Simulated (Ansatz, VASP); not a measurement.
Mg6TiSb: VASP beside Ansatz

The input INCAR:

```
SYSTEM = Mg6TiSb
PREC = Accurate
ENCUT = 520
EDIFF = 1E-7
ISMEAR = -1
SIGMA = 0.05
LREAL = .FALSE.
LASPH = .TRUE.
NELM = 100
ALGO = Normal
ISIF = 2
LWAVE = .FALSE.
LCHARG = .FALSE.
GGA = PE
NBANDS = 24
```

The input KPOINTS:

```
Automatic mesh
0
G
  5 5 5
  0 0 0
```

File POSCAR:

```
Mg6TiSb
1.0
    5.1502244453      0.0000000000      0.0000000000
    0.0000000000      3.2631387983      5.4742497531
    0.0000000000     -3.2631387983      5.4742497531
Sb Ti Mg
1 1 6
Direct
    0.0000000000      0.3257160000      0.3257160000
    0.5000000000      0.1689090000      0.1689090000
    0.0000000000      0.8334250000      0.8334250000
    0.0000000000      0.3317970000      0.8365510000
    0.0000000000      0.8365510000      0.3317970000
    0.5000000000      0.6649700000      0.6649700000
    0.5000000000      0.1628120000      0.6758200000
    0.5000000000      0.6758200000      0.1628120000
```

input.yaml

```yaml
crystal:
  lattice:
    - [5.1502244453, 0.0, 0.0]
    - [0.0, 3.2631387983, 5.4742497531]
    - [0.0, -3.2631387983, 5.4742497531]
  atoms:
    - { symbol: Sb, position: [0.0, 0.325716, 0.325716] }
    - { symbol: Ti, position: [0.5, 0.168909, 0.168909] }
    - { symbol: Mg, position: [0.0, 0.833425, 0.833425] }
    - { symbol: Mg, position: [0.0, 0.331797, 0.836551] }
    - { symbol: Mg, position: [0.0, 0.836551, 0.331797] }
    - { symbol: Mg, position: [0.5, 0.66497, 0.66497] }
    - { symbol: Mg, position: [0.5, 0.162812, 0.67582] }
    - { symbol: Mg, position: [0.5, 0.67582, 0.162812] }
hamiltonian:
  xc: pbe
  pseudopotentials: { kind: paw }
kpoints:
  mp_grid: { grid: [5, 5, 5] }
scf:
  occupations: { method: fermi_dirac, width: 0.05 }
output:
  forces: true
  stress: true
  eigenvalues: true
  write_density: true
  write_potential: true
  elf: true
  volumetric_format: npy
```

Change from the starting cell: volume scaled by 1.06.

Alike in both runs: task single point; functional PBE; k mesh 5 × 5 × 5; occupations fermi-dirac, width 0.05 eV; no spin polarisation.

|  | VASP | Ansatz |
| --- | --- | --- |
| version | VASP 6.6.1 | Ansatz 0.2.0 |
| potentials or method | VASP PAW PBE potentials, release 64 (Sb, Ti_sv, Mg) | Ansatz PAW |
| plane-wave cutoff (eV) | 520 | 420 |
| valence electrons in the cell | 29 | 87 |

VASP gave:

```
gap on the k mesh at the Fermi level (eV)       : none
pressure (GPa)                                  : -2.6
largest component of the traceless stress (GPa) : 0.46
rms of the force components (eV/Å)              : 0.045
```

Q: What did Ansatz give for the same quantities?

A: gap on the k mesh at the Fermi level (eV): none; pressure (GPa): -2.5; largest component of the traceless stress (GPa): 0.46; rms of the force components (eV/Å): 0.046.

Atom by atom the forces differ by 0.001 eV/Å (rms over components). A gap of «none» marks a metal or a gap that the smearing closes. The two sets of potentials don't hold the same shells in valence.

Spin-orbit coupling is left out, which matters for the levels of Sb.
